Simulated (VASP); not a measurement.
GaN: band gap against strain

GaN (zinc blende, F-43m, 11.355 Å³/atom and stress up to 0.06 GPa in the relaxed cell, cube axes along x, y and z) under an equal strain ε along all three axes. PBEsol in VASP (plane waves, PAW), 600 eV, 12×12×12 Γ-centred mesh, Gaussian smearing 0.05 eV; ions are relaxed, or left where forces stay under 0.02 eV/Å, within the symmetry of each cell. Gaps are the smallest on the run's k-mesh, which can miss an edge that lies off it, without spin-orbit coupling; in all rows the valence edge lies at Γ and the conduction edge at Γ.

Here s stands for strain and Eg for gap.

```
strain (%)  gap (eV)
----------  --------
-1.50          2.023
-1.00          1.925
-0.50          1.829
0.00           1.733
0.50           1.637
1.00           1.542
1.50           1.448
3.00               ?
```

Problem. Using a straight line, estimate the missing Eg at s = 3.00 from the other rows, showing the fit.

Solution. Means: s 0, Eg 1.7339. About the means, the sum of products is -1.3415 and the sum of squares of s is 7.0000; the slope is their ratio. Least squares gives Eg = 1.7339 - 0.19164·s. Residuals (row less fit): 0.0016, -0.0005, -0.0007, -0.0009, -0.0011, -0.0003, 0.0016; standard error 0.0013 (degrees of freedom: 5). Over these rows the gap moves by -19.16 ± 0.05 eV per unit strain, or -6.4 eV per unit of ln V. At the withheld row, Eg = 1.7339 - 0.19164 × 3.0 = 1.1590 eV. The calculation gives 1.168 eV, 0.0090 eV above the prediction (1.1 % of the range of Eg in the table). The row lies outside the fitted rows, so this is an extrapolation. From the scatter of the fitted rows alone, a prediction at this place has a standard error of 0.0020 eV, so the miss is 4.5 times that.

A polynomial of degree 2 through the 12 other runs of the series gives 1.168 there, so most of the miss is curvature that the fit leaves out. Other structures, which can take over under pressure, weren't tried. GaN is here a metastable form; wurtzite is the usual one. Rows are the converged runs of the series near zero and its far end; series whose fitted rows scatter by over a few per cent of the range, as at a crossing or softening among them, aren't shown in this form, nor equations of state whose B0' disagrees with the runs' pressures. Most that stay on the fit to the last digits aren't either.
